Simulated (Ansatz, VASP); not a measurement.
# Cross-check of Be2Sn between VASP and Ansatz, part 2 of 3

Aim: how closely do two programs agree when they are given the same cell, functional and k mesh? The cell is generated by rule, not measured, and may not be a known phase. The cell is taken from a series of runs on this material, whose earlier steps may have relaxed, scaled, displaced or heated it; both programs get it as it stands.

VASP 6.6.1 and Ansatz 0.2.0.

So far: Set-up; Ansatz: zone-centre phonons, PBEsol.

## Step 3: VASP: zone-centre phonons, PBEsol

Level of this step: PBEsol; plane waves and PAW (Sn_d, Be); invented cell (VASP).

The same cell, functional, mesh and smearing now go to VASP, with its own data sets.

Lines of VASP's logs that name or quote its potential files are left out, and so is its time.

Contents of INCAR:

```
SYSTEM = Be2Sn
PREC = Accurate
ENCUT = 600
EDIFF = 1E-08
NELM = 120
ISMEAR = 1
SIGMA = 0.15
LREAL = .FALSE.
ALGO = Normal
GGA = PS
NBANDS = 24
LORBIT = 11
LWAVE = .FALSE.
LCHARG = .FALSE.
ISIF = 2
IBRION = 8
LASPH = .TRUE.
GGA_COMPAT = .FALSE.
KPAR = 2
```

Contents of POSCAR:

```
Be2Sn
1.0
    3.9855133065      0.0000000000      0.0000000000
    0.0000000000      5.1482692801      0.0000000000
    0.0000000000      0.0000000000      4.3943232762
Sn Be
2 4
Direct
    0.5000000000      0.5000000000      0.1478187905
    0.0000000000      0.0000000000      0.8521812095
    0.5000000000      0.2475463748      0.6389144646
    0.0000000000      0.7475463748      0.3610855354
    0.5000000000      0.7524536252      0.6389144646
    0.0000000000      0.2524536252      0.3610855354
```

Contents of KPOINTS:

```
Automatic mesh
0
Gamma
8 6 8
0 0 0
```

PAW data sets: Sn_d and Be (PBE family, release 64).

Run with:

```bash
$ mpirun -np 2 vasp_std
```

Output:

```text
[banner, memory and clock lines left out]
running    2 mpi-ranks, on    1 nodes
 distrk:  each k-point on    1 cores,    2 groups
 distr:  one band on    1 cores,    1 groups

 POSCAR found type information on POSCAR SnBe
 POSCAR found :  2 types and       6 ions
|                                                                             |
|               ----> ADVICE to this user running VASP <----                  |
|                                                                             |
|     You enforced a specific xc type in the INCAR file but a different       |
|     [... a line on the potential file left out ...]
|     I HOPE YOU KNOW WHAT YOU ARE DOING!                                     |
|                                                                             |

 LDA part: xc-table for (Slater+PW92), standard interpolation
 POSCAR, INCAR and KPOINTS ok, starting setup
 FFT: planning ... GRIDC
 FFT: planning ... GRID_SOFT
 FFT: planning ... GRID
 WAVECAR not read
 entering main loop
       N       E                     dE             d eps       ncg     rms          rms(c)
DAV:   1     0.276095551083E+03    0.27610E+03   -0.18001E+04  4816   0.218E+03
DAV:   2     0.732008351321E+01   -0.26878E+03   -0.26364E+03  4832   0.499E+02
DAV:   3    -0.216328637305E+02   -0.28953E+02   -0.28657E+02  6232   0.149E+02
DAV:   4    -0.224843910517E+02   -0.85153E+00   -0.85105E+00  5808   0.289E+01
DAV:   5    -0.225102441130E+02   -0.25853E-01   -0.25852E-01  7048   0.497E+00    0.499E+00
DAV:   6    -0.220969616705E+02    0.41328E+00   -0.74173E-01  6600   0.812E+00    0.274E+00
DAV:   7    -0.220256078601E+02    0.71354E-01   -0.27944E-01  6224   0.378E+00    0.714E-01
DAV:   8    -0.220178153885E+02    0.77925E-02   -0.47580E-02  5680   0.187E+00    0.142E-01
DAV:   9    -0.220174223828E+02    0.39301E-03   -0.48732E-03  6072   0.690E-01    0.806E-02
DAV:  10    -0.220174310239E+02   -0.86411E-05   -0.67835E-04  6880   0.243E-01    0.223E-02
DAV:  11    -0.220174369560E+02   -0.59322E-05   -0.63787E-05  6648   0.680E-02    0.103E-02
DAV:  12    -0.220174354345E+02    0.15216E-05   -0.67039E-06  5920   0.242E-02    0.262E-03
DAV:  13    -0.220174351373E+02    0.29716E-06   -0.90480E-07  6888   0.595E-03    0.787E-04
DAV:  14    -0.220174351680E+02   -0.30756E-07   -0.33741E-08  4816   0.158E-03    0.389E-04
DAV:  15    -0.220174351474E+02    0.20661E-07   -0.66807E-09  3440   0.910E-04    0.128E-04
DAV:  16    -0.220174351573E+02   -0.98998E-08   -0.24856E-09  3096   0.435E-04
   1 F= -.22017435E+02 E0= -.22017684E+02  d E =0.745081E-03
 Linear response reoptimize wavefunctions to high precision
DAV:   1    -0.220174351583E+02   -0.98453E-09   -0.61663E-10  3224   0.312E-04
DAV:   2    -0.220174351583E+02   -0.53205E-10   -0.17060E-10  2920   0.126E-04
 Linear response DOF=           6
 Linear response progress:
  Degree of freedom:   1/  6
       N       E                     dE             d eps       ncg     rms          rms(c)
RMM:   1    -0.213897589537E+00   -0.21390E+00    0.72729E-01  8150   0.110E+01
RMM:   2    -0.219887489177E+00   -0.59899E-02   -0.13899E-02 11735   0.930E-01    0.684E-02
RMM:   3    -0.220376383095E+00   -0.48889E-03   -0.94954E-04 12452   0.256E-01    0.365E-02
RMM:   4    -0.220552660177E+00   -0.17628E-03    0.52425E-05 12626   0.835E-02    0.120E-02
RMM:   5    -0.220630282024E+00   -0.77622E-04   -0.36292E-05 12781   0.284E-02    0.323E-03
RMM:   6    -0.220612170031E+00    0.18112E-04   -0.28279E-05 12822   0.100E-02    0.136E-03
RMM:   7    -0.220600454020E+00    0.11716E-04    0.11175E-05 13272   0.377E-03    0.629E-04
RMM:   8    -0.220594379416E+00    0.60746E-05    0.19578E-06 12737   0.153E-03    0.812E-05
RMM:   9    -0.220595190828E+00   -0.81141E-06    0.23048E-06 13245   0.759E-04    0.739E-05
RMM:  10    -0.220594287667E+00    0.90316E-06    0.22151E-07 12493   0.378E-04    0.285E-05
RMM:  11    -0.220593782843E+00    0.50482E-06    0.14494E-06 13463   0.224E-04    0.219E-05
RMM:  12    -0.220593462743E+00    0.32010E-06    0.50750E-07 13053   0.135E-04    0.464E-06
RMM:  13    -0.220593479466E+00   -0.16723E-07    0.67857E-07 13925   0.771E-05    0.382E-06
RMM:  14    -0.220593471894E+00    0.75725E-08    0.32396E-07 12924   0.496E-05    0.170E-06
RMM:  15    -0.220593431866E+00    0.40028E-07    0.40039E-07 13268   0.356E-05    0.624E-07
RMM:  16    -0.220593456219E+00   -0.24353E-07    0.30602E-08 12061   0.270E-05    0.319E-07
RMM:  17    -0.220593438907E+00    0.17311E-07    0.12390E-07  9085   0.222E-05    0.169E-07
RMM:  18    -0.220593448390E+00   -0.94829E-08   -0.41229E-08  9313   0.196E-05    0.143E-07
 first order change of Fermi-energy  -0.95111E-05
 force on displaced ion       1 direction 1 :  -6.714  -0.000   0.002
 Linear response progress:
  Degree of freedom:   2/  6
       N       E                     dE             d eps       ncg     rms          rms(c)
RMM:   1    -0.219299744955E+00   -0.21930E+00    0.87453E-01  7784   0.116E+01
RMM:   2    -0.225540431225E+00   -0.62407E-02   -0.16014E-02 11273   0.952E-01    0.688E-02
RMM:   3    -0.225834294486E+00   -0.29386E-03   -0.16304E-03 11667   0.266E-01    0.321E-02
RMM:   4    -0.225857440231E+00   -0.23146E-04   -0.55042E-05 12175   0.816E-02    0.166E-02
RMM:   5    -0.225917389128E+00   -0.59949E-04   -0.80446E-05 12110   0.295E-02    0.312E-03
[...]
RMM:  13    -0.225891245774E+00    0.47229E-07   -0.48858E-07 12833   0.374E-05    0.191E-06
RMM:  14    -0.225891212560E+00    0.33214E-07   -0.23656E-07 12783   0.227E-05    0.128E-06
RMM:  15    -0.225891194007E+00    0.18553E-07   -0.21590E-07 10249   0.161E-05    0.236E-07
RMM:  16    -0.225891180039E+00    0.13968E-07   -0.11336E-07  8925   0.129E-05    0.106E-07
RMM:  17    -0.225891176105E+00    0.39335E-08   -0.10495E-07  7315   0.113E-05    0.294E-08
 first order change of Fermi-energy  -0.92210E-05
 force on displaced ion       1 direction 2 :   0.000  -6.965  -0.003
 Linear response progress:
  Degree of freedom:   3/  6
       N       E                     dE             d eps       ncg     rms          rms(c)
RMM:   1    -0.217390787563E+00   -0.21739E+00    0.52790E-01  5951   0.992E+00
RMM:   2    -0.223823370837E+00   -0.64326E-02   -0.16828E-02  8569   0.100E+00    0.784E-02
RMM:   3    -0.224182120467E+00   -0.35875E-03   -0.18698E-03  9109   0.279E-01    0.400E-02
RMM:   4    -0.224239240488E+00   -0.57120E-04   -0.51501E-05  9343   0.982E-02    0.126E-02
RMM:   5    -0.224286385820E+00   -0.47145E-04    0.29336E-05  9439   0.342E-02    0.371E-03
RMM:   6    -0.224273787780E+00    0.12598E-04   -0.59896E-06  9392   0.128E-02    0.171E-03
RMM:   7    -0.224260899523E+00    0.12888E-04   -0.88638E-06  9201   0.534E-03    0.524E-04
RMM:   8    -0.224255974919E+00    0.49246E-05   -0.74614E-06  8964   0.272E-03    0.170E-04
RMM:   9    -0.224254261627E+00    0.17133E-05   -0.67160E-06  9781   0.127E-03    0.145E-04
RMM:  10    -0.224251820311E+00    0.24413E-05   -0.36677E-06  9424   0.548E-04    0.792E-05
RMM:  11    -0.224252643624E+00   -0.82331E-06   -0.93630E-07  9807   0.302E-04    0.343E-05
RMM:  12    -0.224252544069E+00    0.99555E-07   -0.12767E-06 10153   0.154E-04    0.348E-05
RMM:  13    -0.224252661401E+00   -0.11733E-06   -0.25349E-07  8685   0.115E-04    0.572E-05
RMM:  14    -0.224251623694E+00    0.10377E-05   -0.24260E-07  9205   0.124E-04    0.157E-05
RMM:  15    -0.224251621655E+00    0.20385E-08   -0.10781E-07  9939   0.586E-05    0.136E-05
RMM:  16    -0.224251666345E+00   -0.44690E-07   -0.23105E-07  9851   0.333E-05    0.955E-06
RMM:  17    -0.224251711144E+00   -0.44798E-07   -0.67943E-08  9051   0.282E-05    0.396E-06
RMM:  18    -0.224251717319E+00   -0.61752E-08   -0.87655E-08  9787   0.223E-05    0.368E-06
 first order change of Fermi-energy   0.15463E+00
 force on displaced ion       1 direction 3 :   0.000   0.000 -10.444
 Linear response progress:
  Degree of freedom:   4/  6
       N       E                     dE             d eps       ncg     rms          rms(c)
RMM:   1    -0.108744537384E-01   -0.10874E-01   -0.26986E-03 17210   0.585E-01
RMM:   2    -0.974545500044E-02    0.11290E-02   -0.74326E-04 15233   0.194E-01    0.680E-02
RMM:   3    -0.968668410344E-02    0.58771E-04   -0.20345E-04 15525   0.740E-02    0.326E-02
RMM:   4    -0.980153841955E-02   -0.11485E-03   -0.12356E-04 17475   0.490E-02    0.558E-03
RMM:   5    -0.980835679554E-02   -0.68184E-05   -0.54562E-06 17720   0.119E-02    0.156E-03
RMM:   6    -0.981263079607E-02   -0.42740E-05   -0.27296E-07 18143   0.297E-03    0.848E-04
RMM:   7    -0.981074055546E-02    0.18902E-05   -0.85548E-08 17657   0.129E-03    0.205E-04
RMM:   8    -0.981163432761E-02   -0.89377E-06    0.24127E-08 17785   0.496E-04    0.550E-05
RMM:   9    -0.981154474598E-02    0.89582E-07    0.15607E-08 19085   0.142E-04    0.169E-05
RMM:  10    -0.981156596363E-02   -0.21218E-07    0.44592E-08 18715   0.403E-05    0.630E-06
RMM:  11    -0.981155258942E-02    0.13374E-07    0.12805E-08 19422   0.146E-05    0.119E-06
RMM:  12    -0.981155520233E-02   -0.26129E-08    0.21354E-09 18661   0.603E-06    0.501E-07
 first order change of Fermi-energy   0.40865E-04
 force on displaced ion       3 direction 1 :  -4.901  -0.000  -0.001
 Linear response progress:
  Degree of freedom:   5/  6
       N       E                     dE             d eps       ncg     rms          rms(c)
RMM:   1    -0.113854583897E-01   -0.11385E-01   -0.31493E-03 13223   0.733E-01
RMM:   2    -0.938169497302E-02    0.20038E-02   -0.26037E-03 10068   0.394E-01    0.529E-02
RMM:   3    -0.929699094726E-02    0.84704E-04   -0.54959E-04 10359   0.163E-01    0.265E-02
RMM:   4    -0.936416683396E-02   -0.67176E-04   -0.25957E-04 10539   0.706E-02    0.514E-03
RMM:   5    -0.936306446749E-02    0.11024E-05   -0.83400E-05 11061   0.278E-02    0.240E-03
RMM:   6    -0.936202420317E-02    0.10403E-05   -0.55074E-05 11180   0.129E-02    0.113E-03
RMM:   7    -0.935911243161E-02    0.29118E-05   -0.35247E-05 11008   0.720E-03    0.267E-04
RMM:   8    -0.935727476432E-02    0.18377E-05   -0.14443E-05 11612   0.379E-03    0.211E-04
RMM:   9    -0.935640504710E-02    0.86972E-06   -0.64926E-06 11984   0.159E-03    0.134E-04
RMM:  10    -0.935590845377E-02    0.49659E-06   -0.20888E-06 12172   0.827E-04    0.366E-05
RMM:  11    -0.935581650488E-02    0.91949E-07   -0.75576E-07 11726   0.249E-04    0.287E-05
RMM:  12    -0.935573001745E-02    0.86487E-07   -0.40403E-08 12466   0.996E-05    0.955E-06
RMM:  13    -0.935572554611E-02    0.44713E-08   -0.59765E-08 12195   0.331E-05    0.233E-06
 first order change of Fermi-energy  -0.20354E+00
 force on displaced ion       3 direction 2 :   0.000  -3.648   1.695
 Linear response progress:
  Degree of freedom:   6/  6
       N       E                     dE             d eps       ncg     rms          rms(c)
RMM:   1    -0.111246411821E-01   -0.11125E-01   -0.21779E-03 11037   0.703E-01
RMM:   2    -0.964302536514E-02    0.14816E-02   -0.12194E-03 10106   0.264E-01    0.632E-02
RMM:   3    -0.956473274268E-02    0.78293E-04   -0.25440E-04 10276   0.116E-01    0.294E-02
RMM:   4    -0.964605567558E-02   -0.81323E-04   -0.10639E-04 10714   0.556E-02    0.640E-03
RMM:   5    -0.965603779222E-02   -0.99821E-05   -0.51388E-06 11897   0.174E-02    0.269E-03
RMM:   6    -0.966146416639E-02   -0.54264E-05   -0.72744E-08 11956   0.400E-03    0.882E-04
RMM:   7    -0.966114810327E-02    0.31606E-06    0.11630E-07 10929   0.132E-03    0.301E-04
RMM:   8    -0.966133310100E-02   -0.18500E-06    0.21984E-10 12125   0.525E-04    0.918E-05
RMM:   9    -0.966116145889E-02    0.17164E-06    0.66599E-09 11473   0.173E-04    0.346E-05
RMM:  10    -0.966115695643E-02    0.45025E-08    0.35061E-08 12671   0.723E-05    0.905E-06
 first order change of Fermi-energy  -0.95268E-01
 force on displaced ion       3 direction 3 :   0.000   1.700  -5.473
 Linear response finished
```

[end of part 2 of 3]

[Lines on the potential files, build, host, timing and source positions are cut from VASP's logs without a mark.]

[Logs are printed without paths, hosts, clocks, repeated set-up lines and the standing remarks that a program may print on its own settings, such as how far it seeks lower states.]

[Hosts, paths, dates, database ids (printed as entryN), source tags and the programs' standing remarks are cut or masked in the printed files.]
